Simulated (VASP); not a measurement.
Input:

```yaml
crystal:
  lattice:
    - [0.00000, 3.51958, 3.51958]
    - [3.51958, 0.00000, 3.51958]
    - [3.51958, 3.51958, 0.00000]
  atoms:
    - { symbol: Sr, position: [0.00000, 0.00000, 0.00000] }
    - { symbol: Cl, position: [0.25000, 0.25000, 0.25000] }
    - { symbol: Cl, position: [0.75000, 0.75000, 0.75000] }
```

Calculation: PBE GGA, VASP's PBE PAW potentials (set 64) (plane waves; VASP). Settings: 530 eV cut-off, 5×5×5 Γ-centred mesh, Gaussian smearing of 0.050 eV, potentials Sr_sv Cl.

Give the elastic stiffness tensor with the ions relaxed (GPa, in the frame of the cell).

|  | xx | yy | zz | yz | xz | xy |
|---|---|---|---|---|---|---|
| xx | 67.6 | 17.8 | 17.8 | 0.0 | 0.0 | 0.0 |
| yy | 17.8 | 67.6 | 17.8 | 0.0 | 0.0 | 0.0 |
| zz | 17.8 | 17.8 | 67.6 | 0.0 | 0.0 | 0.0 |
| yz | 0.0 | 0.0 | 0.0 | 8.7 | 0.0 | 0.0 |
| xz | 0.0 | 0.0 | 0.0 | 0.0 | 8.7 | 0.0 |
| xy | 0.0 | 0.0 | 0.0 | 0.0 | 0.0 | 8.7 |

Estimate the Hill bulk modulus, Hill shear modulus, Young's modulus, Poisson's ratio.

| Property | Value |
|---|---|
| Hill bulk modulus | 34.4 GPa |
| Hill shear modulus | 13.5 GPa |
| Young's modulus | 35.8 GPa |
| Poisson's ratio | 0.327 |

The compound is SrCl2 in the fluorite structure. It was relaxed first.
